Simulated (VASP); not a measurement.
# Which magnetic order does Cr (Chromium) take?

Wanted: the lowest of several collinear orders of Cr (Chromium). The start is a cell from a database of measured crystal structures.

Program: VASP 6.6.1. Level of theory: PBE, spin-polarised, from parallel moments; plane waves and PAW (Cr_pv), in the first sound run; inputs show where later runs differ. Results are calculated unless marked as measured.

## (1) Starting point

It takes space group Im-3m (No. 229, cubic). The conventional cell has a = 2.884 Å, b = 2.884 Å, c = 2.884 Å, α = 90.00°, β = 90.00°, γ = 90.00°. Cr has 8 Cr at 2.50 Å nearest.

## (2) Magnetic order, 1 atoms, start order ferro

Each run starts from other signs of the moments at the same geometry and cutoff; gentle mixing helps it keep them. Any wave vector in a name is a fraction of the reciprocal vectors of the first cell as typed.

Contents of INCAR:

```
SYSTEM = Cr
PREC = Accurate
ENCUT = 350
EDIFF = 1E-06
NELM = 150
ISMEAR = -1
SIGMA = 0.05
LREAL = .FALSE.
ALGO = Normal
GGA = PE
ISPIN = 2
MAGMOM = 2.5
LMAXMIX = 4
LORBIT = 11
LWAVE = .FALSE.
LCHARG = .TRUE.
KPAR = 4
AMIX = 0.2
BMIX = 1E-04
AMIX_MAG = 0.8
BMIX_MAG = 1E-04
```

Contents of POSCAR:

```
Cr
1.0
   -1.4419500000      1.4419500000      1.4419500000
    1.4419500000     -1.4419500000      1.4419500000
    1.4419500000      1.4419500000     -1.4419500000
Cr
1
Direct
    0.0000000000      0.0000000000      0.0000000000
```

Contents of KPOINTS:

```
Automatic mesh
0
Gamma
16 16 16
0 0 0
```

PAW data sets: Cr_pv (PBE family, release 64).

Run with:

```bash
mpirun -np 4 vasp_std
```

Output:

```text
[banner, memory and clock lines left out]
running    4 mpi-ranks, on    1 nodes
 distrk:  each k-point on    1 cores,    4 groups
 distr:  one band on    1 cores,    1 groups

 POSCAR found type information on POSCAR Cr
 POSCAR found :  1 types and       1 ions
 LDA part: xc-table for (Slater+PW92), standard interpolation
 POSCAR, INCAR and KPOINTS ok, starting setup
 FFT: planning ... GRIDC
 FFT: planning ... GRID_SOFT
 FFT: planning ... GRID
 WAVECAR not read
 entering main loop
       N       E                     dE             d eps       ncg     rms          rms(c)
DAV:   1     0.604071987478E+02    0.60407E+02   -0.57246E+03  6466   0.941E+02
DAV:   2    -0.927276328993E+01   -0.69680E+02   -0.67511E+02  6476   0.267E+02
DAV:   3    -0.101768110663E+02   -0.90405E+00   -0.89593E+00  7180   0.370E+01
DAV:   4    -0.101816119570E+02   -0.48009E-02   -0.48003E-02  7155   0.264E+00
DAV:   5    -0.101816607997E+02   -0.48843E-04   -0.48841E-04  7152   0.246E-01    0.167E+01
DAV:   6    -0.971866777932E+01    0.46299E+00   -0.17412E+00  6719   0.208E+01    0.694E+00
DAV:   7    -0.951255078816E+01    0.20612E+00   -0.14162E+00  6677   0.178E+01    0.155E+00
DAV:   8    -0.951017164198E+01    0.23791E-02   -0.38842E-02  6590   0.269E+00    0.965E-01
DAV:   9    -0.950324430387E+01    0.69273E-02   -0.56936E-03  6821   0.880E-01    0.277E-01
DAV:  10    -0.950445900904E+01   -0.12147E-02   -0.12248E-03  6639   0.361E-01    0.716E-02
DAV:  11    -0.950449680632E+01   -0.37797E-04   -0.12504E-04  6767   0.940E-02    0.418E-02
DAV:  12    -0.950450254936E+01   -0.57430E-05   -0.24696E-05  6722   0.510E-02    0.179E-02
DAV:  13    -0.950450315957E+01   -0.61021E-06   -0.11920E-06  4512   0.136E-02
   1 F= -.95045032E+01 E0= -.95017055E+01  d E =-.559532E-02  mag=     0.0009
```

Elapsed: 3.6 s, on 4 MPI ranks of Intel Xeon 6975P-C (Granite Rapids), shared host; peak memory 0.5 GiB; 12 s of CPU time.

The logs omit lines about the potential files and the build; timing stands in the text.

Parts of OUTCAR (step 2):

```text
ion  position               nearest neighbor table
   1  0.000  0.000  0.000-

  LATTYP: Found a body centered cubic cell.
 ALAT       =     2.8839000000

 Subroutine GETGRP returns: Found 48 space group operations
 (whereof 48 operations were pure point group operations)

The static configuration has the point symmetry O_h .

 Found    145 irreducible k-points:

   k-points           NKPTS =    145   k-points in BZ     NKDIM =    145   number of bands    NBANDS=     11

   dimension x,y,z NGX =    16 NGY =   16 NGZ =   16
   dimension x,y,z NGXF=    32 NGYF=   32 NGZF=   32

   ENCUT  =  350.0 eV  25.72 Ry    5.07 a.u.   3.81  3.81  3.81*2*pi/ulx,y,z

   NELECT =      12.0000    total number of electrons

 k-points in reciprocal lattice and weights: Automatic mesh
   0.00000000  0.00000000  0.00000000       0.000
   0.06250000  0.00000000  0.00000000       0.003
   0.12500000  0.00000000  0.00000000       0.003
   0.18750000  0.00000000  0.00000000       0.003
   0.25000000  0.00000000  0.00000000       0.003
   0.31250000  0.00000000  0.00000000       0.003
   0.37500000  0.00000000  0.00000000       0.003
   0.43750000  0.00000000  0.00000000       0.003
   0.50000000  0.00000000  0.00000000       0.001
[...]
0.50000000  0.50000000  0.43750000       0.003
   0.50000000  0.50000000  0.50000000       0.000

 average (electrostatic) potential at core
       1 -66.3927

 E-fermi :  10.4184

 spin component 1
 k-point     1 :       0.0000    0.0000    0.0000
  band No.  band energies     occupation
    ...
      3     -32.3291      1.00000
      4       2.7220      1.00000
      5       9.5911      1.00000
      6       9.5911      1.00000
      7       9.5911      1.00000
      8      11.5182      0.00000
      9      11.5182      0.00000
     10      17.5543      0.00000
     11      32.4560      0.00000

 k-point     2 :       0.0625    0.0000    0.0000
  band No.  band energies     occupation
    ...
      3     -32.3293      1.00000
      4       2.8881      1.00000
      5       9.5284      1.00000
      6       9.5805      1.00000
      7       9.7014      1.00000
      8      11.4488      0.00000
      9      11.5226      0.00000
     10      17.5544      0.00000
     11      32.0234      0.00000

 k-point     3 :       0.1250    0.0000    0.0000
  band No.  band energies     occupation
    ...
      3     -32.3299      1.00000
      4       3.3694      1.00000
      5       9.3530      1.00000
      6       9.5271      1.00000
      7      10.0231      0.99963
      8      11.2976      0.00000
      9      11.5382      0.00000
     10      17.5543      0.00000
     11      30.8193      0.00000

 k-point     4 :       0.1875    0.0000    0.0000
  band No.  band energies     occupation
    ...
      2     -32.4101      1.00000
      3     -32.3306      1.00000
      4       4.1084      1.00000
      5       9.0999      1.00000
      6       9.3997      1.00000
      7      10.5279      0.10069
      8      11.1933      0.00000
      9      11.5705      0.00000
     10      17.5541      0.00000
     11      29.0072      0.00000

 k-point     5 :       0.2500    0.0000    0.0000
  band No.  band energies     occupation
    ...
      2     -32.4595      1.00000
      3     -32.3310      1.00000
      4       4.9782      1.00000
      5       8.8146      1.00000
      6       9.2781      1.00000
      7      11.1656      0.00000
      8      11.2127      0.00000
      9      11.6223      0.00000
     10      17.5539      0.00000
     11      26.8075      0.00000

 k-point     6 :       0.3125    0.0000    0.0000
  band No.  band energies     occupation
    ...
      2     -32.5087      1.00000
      3     -32.3317      1.00000
      4       5.7321      1.00000
      5       8.5416      1.00000
      6       9.4285      1.00000
      7      11.3232      0.00000
      8      11.6895      0.00000
      9      11.8597      0.00000
     10      17.5532      0.00000
     11      24.4855      0.00000

  Total       -0.7548670     -0.7548670     -0.7548670      0.0000000      0.0000000     -0.0000000
  in kB     -100.8487229   -100.8487229   -100.8487229      0.0000000      0.0000000     -0.0000000
  external PRESSURE =    -100.8487229 kB  Pullay stress =       0.0000000 kB

  energy-cutoff  :      350.00
  volume of cell :       11.99
      direct lattice vectors                 reciprocal lattice vectors
    -1.441950000  1.441950000  1.441950000     0.000000000  0.346752661  0.346752661
     1.441950000 -1.441950000  1.441950000     0.346752661  0.000000000  0.346752661
     1.441950000  1.441950000 -1.441950000     0.346752661  0.346752661  0.000000000

 POSITION                                       TOTAL-FORCE (eV/Angst)
 -----------------------------------------------------------------------------------
      0.00000      0.00000      0.00000        -0.000000      0.000000     -0.000000
 -----------------------------------------------------------------------------------
    total drift:                                0.000000      0.000000     -0.000000

  FREE ENERGIE OF THE ION-ELECTRON SYSTEM (eV)
  ---------------------------------------------------
  free  energy   TOTEN  =        -9.5045031596 eV

  energy  without entropy=       -9.4989078406  energy(sigma->0) =       -9.50170550

 total charge
# of ion       s       p       d       tot
------------------------------------------
    1        0.427   6.382   4.165  10.975

 magnetization (x)
# of ion       s       p       d       tot
------------------------------------------
    1       -0.000  -0.000   0.001   0.001

[... 6 further parts left out ...]
```

LASPH is off, so gradient terms of the non-spherical density inside the spheres are left out; for open d or f shells this can shift gaps and moments.

Numbers from this step:

| Quantity | Value |
| --- | --- |
| electronic cycles | 13 |
| electrons | 12 |
| free energy (TOTEN) | -9.505 eV |
| energy at zero smearing | -9.502 eV |
| Fermi energy | 10.42 eV |
| moment of the cell, from the last line of the log | 0 μB |
| metallic | yes |

Spin moment in the PAW sphere by atom:

```
atom  spin moment in the PAW sphere (μB)
 Cr1                              0.0010
```

Valence density in the ac plane of the conventional cell at fractional y = 0.000, with atoms of Cr within 0.2 Å of it. It is the smooth field of the valence electrons, not physical close to the nuclei.

Values in e/Å³, 14 rows by 14 columns, each cell a mean:
```
11  9  6  2  1  0  0  0  0  0  1  3  7 10
 7  6  4  2  1  0  0  0  0  0  1  2  4  7
 4  3  2  1  0  0  0  0  0  0  0  1  2  3
 1  1  1  0  0  0  0  0  0  0  0  0  1  1
 0  0  0  0  0  0  0  0  0  0  0  0  0  0
 0  0  0  0  0  0  0  0  0  0  0  0  0  0
 0  0  0  0  0  0  0  0  0  0  0  0  0  0
 0  0  0  0  0  0  0  0  0  0  0  0  0  0
 0  0  0  0  0  0  0  0  0  0  0  0  0  0
 1  1  0  0  0  0  0  0  0  0  0  0  1  1
 3  2  1  1  0  0  0  0  0  0  0  1  2  2
 7  6  4  1  0  0  0  0  0  0  1  2  4  6
10  9  6  2  1  0  0  0  0  0  1  3  6  9
12 10  7  3  1  0  0  0  0  0  1  4  7 11
```
Columns run along a (2.9 Å), rows up along c (2.9 Å), edges of the conventional cell, whose origin can differ from the input's. Atoms in or near the plane, at fractional coordinates: Cr at (0.00, 0.00).

The largest moment at the end is 0.00 μB, and the moments of the cell sum to 0.00 μB.

## (3) Magnetic order, 2 atoms, start order antiferro q=(1/2,1/2,1/2)

This step: PBE, spin-polarised, from moments of both signs; plane waves and PAW (Cr_pv) (VASP 6.6.1).

System of this step: Cr (Chromium). Symmetry: Im-3m, No. 229, cubic system. Conventional cell: a = 2.884 Å, b = 2.884 Å, c = 2.884 Å, α = 90.00°, β = 90.00°, γ = 90.00°. Nearest to Cr lie 8 Cr at 2.50 Å.

INCAR: that of step 2 with these lines changed.

```diff
@@ -11,3 +11,3 @@
 ISPIN = 2
-MAGMOM = 2.5
+MAGMOM = 2.5 -2.5
 LMAXMIX = 4
```

Contents of POSCAR:

```
Cr
1.0
   -2.8839000000      2.8839000000      2.8839000000
    0.0000000000      0.0000000000      2.8839000000
    0.0000000000      2.8839000000      0.0000000000
Cr
2
Direct
    0.0000000000      0.0000000000      0.0000000000
    0.5000000000      0.0000000000      0.0000000000
```

Contents of KPOINTS:

```
Automatic mesh
0
Gamma
8 16 16
0 0 0
```

Run with:

```bash
mpirun -np 4 vasp_std
```

Output:

```text
[banner, memory and clock lines left out]
running    4 mpi-ranks, on    1 nodes
 distrk:  each k-point on    1 cores,    4 groups
 distr:  one band on    1 cores,    1 groups

 POSCAR found type information on POSCAR Cr
 POSCAR found :  1 types and       2 ions
 LDA part: xc-table for (Slater+PW92), standard interpolation
 POSCAR, INCAR and KPOINTS ok, starting setup
 FFT: planning ... GRIDC
 FFT: planning ... GRID_SOFT
 FFT: planning ... GRID
 WAVECAR not read
 entering main loop
       N       E                     dE             d eps       ncg     rms          rms(c)
DAV:   1     0.178055642415E+03    0.17806E+03   -0.11881E+04  5720   0.140E+03
DAV:   2    -0.153377003613E+02   -0.19339E+03   -0.19188E+03  5760   0.427E+02
DAV:   3    -0.215673162156E+02   -0.62296E+01   -0.61873E+01  7040   0.872E+01
DAV:   4    -0.216533854908E+02   -0.86069E-01   -0.86049E-01  6776   0.100E+01
DAV:   5    -0.216550913481E+02   -0.17059E-02   -0.17058E-02  7392   0.108E+00    0.194E+01
DAV:   6    -0.196985453062E+02    0.19565E+01   -0.51190E+00  6208   0.273E+01    0.797E+00
DAV:   7    -0.190629314318E+02    0.63561E+00   -0.44803E+00  6256   0.233E+01    0.195E+00
DAV:   8    -0.190605675077E+02    0.23639E-02   -0.54079E-02  6024   0.259E+00    0.119E+00
DAV:   9    -0.190497086720E+02    0.10859E-01   -0.10166E-02  6880   0.990E-01    0.426E-01
DAV:  10    -0.190489052176E+02    0.80345E-03   -0.42650E-03  6112   0.827E-01    0.123E-01
DAV:  11    -0.190489935362E+02   -0.88319E-04   -0.38838E-04  6512   0.173E-01    0.827E-02
DAV:  12    -0.190489888168E+02    0.47195E-05   -0.62968E-05  7584   0.693E-02    0.388E-02
DAV:  13    -0.190489877613E+02    0.10555E-05   -0.27448E-05  7336   0.390E-02    0.616E-03
DAV:  14    -0.190489884787E+02   -0.71737E-06   -0.11120E-06  2912   0.966E-03
   1 F= -.19048988E+02 E0= -.19046081E+02  d E =-.581459E-02  mag=     0.0000
```

Wall time 10 s (4 MPI ranks); peak memory 0.55 GiB.

(Part 1 of 2 ends here.)

[Lines on the potential files, build, host, timing and source positions are cut from VASP's logs without a mark.]

[Logs are printed without paths, hosts, clocks, repeated set-up lines and the standing remarks that a program may print on its own settings, such as how far it seeks lower states.]

[Hosts, paths, dates, database ids (printed as entryN), source tags and the programs' standing remarks are cut or masked in the printed files.]

[Runs that stopped without an error message from VASP are left out.]
